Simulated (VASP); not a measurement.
Computed with PBE GGA, VASP's PBE PAW potentials (set 64) (plane waves; VASP).

A VASP calculation is set up with these files.

File POSCAR:
```
KBr
1
    0.0000000000     3.2988230000     3.2988230000
    3.2988230000     0.0000000000     3.2988230000
    3.2988230000     3.2988230000     0.0000000000
K Br
1 1
Direct
  0.0000000000   0.0000000000   0.0000000000
  0.5000000000   0.5000000000   0.5000000000
```

**KPOINTS**
```
Regular mesh
0
gamma
  9 9 9
```

### INCAR
```
# general
SYSTEM  = KBr
PREC    = Accurate
ENCUT   = 345
LREAL   = .FALSE.
LASPH   = .TRUE.

# electronic loop
EDIFF   = 1E-6
NELM    = 100
ALGO    = Normal
LMAXMIX = 4

# smearing
ISMEAR  = 0
SIGMA   = 0.01

# functional
GGA     = PE

# ions
ISIF    = 2

# output
LWAVE   = .FALSE.
LCHARG  = .FALSE.
```

POTCAR, in this order: K_sv Br (PBE.64 set). Program: vasp_std.

**Question.** What does the run give for the energy per atom (σ→0), band gap (on the k-mesh)?

**Answer.** 
```
Property                              Result
------------------------  ------------------
energy per atom (σ→0)     -299.8 kJ/mol-atom
band gap (on the k-mesh)             4.44 eV
```

**OSZICAR**
```
...
DAV:   7    -0.620352334436E+01    0.11513E-01   -0.13676E-01  1060   0.211E+00    0.106E+00
DAV:   8    -0.621279961268E+01   -0.92763E-02   -0.15416E-02  1084   0.992E-01    0.125E-01
DAV:   9    -0.621344287971E+01   -0.64327E-03   -0.73032E-04  1088   0.179E-01    0.805E-02
DAV:  10    -0.621389336222E+01   -0.45048E-03   -0.52803E-04   980   0.158E-01    0.169E-02
DAV:  11    -0.621389883881E+01   -0.54766E-05   -0.19050E-05  1184   0.261E-02    0.411E-03
DAV:  12    -0.621390189751E+01   -0.30587E-05   -0.37047E-06  1020   0.149E-02    0.497E-03
DAV:  13    -0.621390189801E+01   -0.49522E-09   -0.32280E-07   816   0.344E-03
   1 F= -.62139019E+01 E0= -.62139019E+01  d E =-.129101E-98
```

The structure comes from a computed database's KBr entry; how it stands against other phases isn't given here. The cell was not relaxed at this level. The run is one of a series of settings (ENCUT = 345 against the base run), some of them coarse on purpose.
